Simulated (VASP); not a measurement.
Computed with r2SCAN meta-GGA, VASP's PBE PAW potentials (set 64) (plane waves; VASP).

VASP input:

File KPOINTS:
```
Regular mesh
0
gamma
  6 6 6
```

File POSCAR:
```
BaTiO3
1
    4.0084399892     0.0000000000     0.0000000000
    0.0000000000     4.0084399892     0.0000000000
   -0.0000000000    -0.0000000000     4.0084399892
Ba Ti O
1 1 3
Direct
  0.0000000000   0.0000000000   0.0000000000
  0.5000000000   0.5000000000   0.5000000000
  0.5000000000   0.0000000000   0.5000000000
  0.0000000000   0.5000000000   0.5000000000
  0.5000000000   0.5000000000   0.0000000000
```

File KPOINTS_OPT:
```
k-points along high-symmetry lines
10
Line-mode
Reciprocal
  0.000000   0.000000   0.000000 ! GAMMA
  0.000000   0.500000   0.000000 ! X

  0.000000   0.500000   0.000000 ! X
  0.500000   0.500000   0.000000 ! M

  0.500000   0.500000   0.000000 ! M
  0.000000   0.000000   0.000000 ! GAMMA

  0.000000   0.000000   0.000000 ! GAMMA
  0.500000   0.500000   0.500000 ! R

  0.500000   0.500000   0.500000 ! R
  0.000000   0.500000   0.000000 ! X

  0.500000   0.500000   0.500000 ! R
  0.500000   0.500000   0.000000 ! M
```

### INCAR
```
SYSTEM = BaTiO3
PREC = Accurate; ENCUT = 520; LREAL = F
LASPH = T
EDIFF = 1E-7; NELM = 100; ALGO = Normal
LMAXMIX = 4; LMIXTAU = T
ISMEAR = -5
METAGGA = R2SCAN
ISIF = 2
LWAVE = F; LCHARG = F; LORBIT = 11
NEDOS = 601
LEFG = T
```

POTCAR, in this order: Ba_sv Ti_sv O (PBE.64 set). Program: vasp_std.

Unless said otherwise, spin-orbit coupling is left out, though it shifts the bands of the heavy elements here.

Q: Predict the energy per atom (σ→0), band gap (over mesh and band path).

A: 
```yaml
energy per atom (σ→0): -1432.5 kJ/mol of atoms
band gap (over mesh and band path): 2.12 eV
```

**OSZICAR**
```
...
DAV:  20    -0.742350774943E+02   -0.79645E-06   -0.48144E-07  1160   0.601E-03    0.173E-03
DAV:  21    -0.742350778506E+02   -0.35628E-06   -0.55383E-08   512   0.209E-03    0.414E-04
DAV:  22    -0.742350779683E+02   -0.11770E-06   -0.22373E-08   480   0.129E-03    0.566E-04
DAV:  23    -0.742350779155E+02    0.52778E-07   -0.86365E-09   504   0.814E-04
   1 F= -.74235078E+02 E0= -.74235078E+02  d E =0.000000E+00
       N       E                     dE             ncg
       N       E                     dE             ncg
       N       E                     dE             ncg
```

The compound is BaTiO3 in the cubic perovskite structure, the ideal cubic form; the compound distorts at low or room temperature. It was relaxed first.
